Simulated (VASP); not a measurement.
The system is TaMo2C3.

```
Ta Mo C
1.0
     2.94624   -4.49280    0.00000
     2.94624    4.49280    0.00000
     0.00000    0.00000    2.93268
Ta Mo C
1 2 3
Direct
  0.50000 0.50000 0.00000
  0.21563 0.78437 0.00000
  0.78437 0.21563 0.00000
  0.00000 0.00000 0.00000
  0.50000 0.00000 0.50000
  0.00000 0.50000 0.50000
```

The cell was built by a generator and needn't be a form met in nature.

```yaml
Program: VASP 6.6.1
Task: relaxation of cell and atoms
Functional: PBE
Potentials_or_basis: VASP PAW PBE potentials, release 64 (Ta_pv, Mo_sv, C)
Cutoff: 520 eV
k_mesh: 4 × 4 × 6
Occupations: gaussian, width 0.15 eV
Spin: no spin polarisation
```

At the start: pressure 5.6 GPa; volume 12.94 Å³/atom.

**Question.** How do energy, volume and symmetry change on relaxing?

**Answer.** Over 9 steps the energy falls by 395.7 meV/atom and the volume is 13.10 Å³/atom (+1.3 %); space group Cmmm (No. 65, to 0.05 Å).

Step by step:
```tsv
step	energy change (eV)	largest force (eV/Å)	pressure (GPa)	volume (Å³)
1	0.0000	2.6666	5.62	77.64
2	-1.1947	1.0863	-9.97	82.48
3	-1.3754	0.6646	-13.92	84.16
4	-2.1273	0.0418	8.20	76.04
5	-2.1275	0.0551	8.02	76.11
6	-2.3398	0.2048	6.06	76.79
7	-2.3405	0.1961	5.71	76.84
8	-2.3350	0.1305	-5.90	80.60
9	-2.3743	0.0274	0.00	78.62
```

Final structure:
```
CELL_PARAMETERS angstrom
2.35357 -5.37495 0.00000
2.35357 5.37495 0.00000
0.00000 0.00000 3.10736
ATOMIC_POSITIONS crystal
Ta 0.50000 0.50000 0.00000
Mo 0.18187 0.81813 0.00000
Mo 0.81813 0.18187 0.00000
C 0.00000 0.00000 0.00000
C 0.50000 0.00000 0.50000
C 0.00000 0.50000 0.50000
```
